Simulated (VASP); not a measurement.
Given:

```
CELL_PARAMETERS angstrom
     -2.05604     2.05604     4.81330
      2.05604    -2.05604     4.81330
      2.05604     2.05604    -4.81330
ATOMIC_POSITIONS crystal
  Ca 0.00000 0.00000 0.00000
  P  0.61281 0.61281 0.00000
  P  0.38719 0.38719 0.00000
  Pd 0.75000 0.25000 0.50000
  Pd 0.25000 0.75000 0.50000
```

Calculation: PBEsol GGA with spin-orbit coupling, VASP's PBE PAW potentials (set 64) (plane waves; VASP). Settings: 400 eV cut-off, 10×10×10 Γ-centred mesh, Gaussian smearing of 0.050 eV, potentials Ca_sv P Pd.

Estimate the energy per atom (σ→0), band gap (over mesh and band path) with the smallest direct gap where there is one.

```
Quantity                                                               Value
----------------------------------  ----------------------------------------
band gap (over mesh and band path)  none (metal, semimetal or under 0.01 eV)
energy per atom (σ→0)                                         -6.050 eV/atom
```

Total energies compare only between runs with the same potentials, cut-off and functional.

The structure comes from a computed database's CaPd2P2 entry (I4/mmm); how it stands against other phases isn't given here. It was relaxed first.
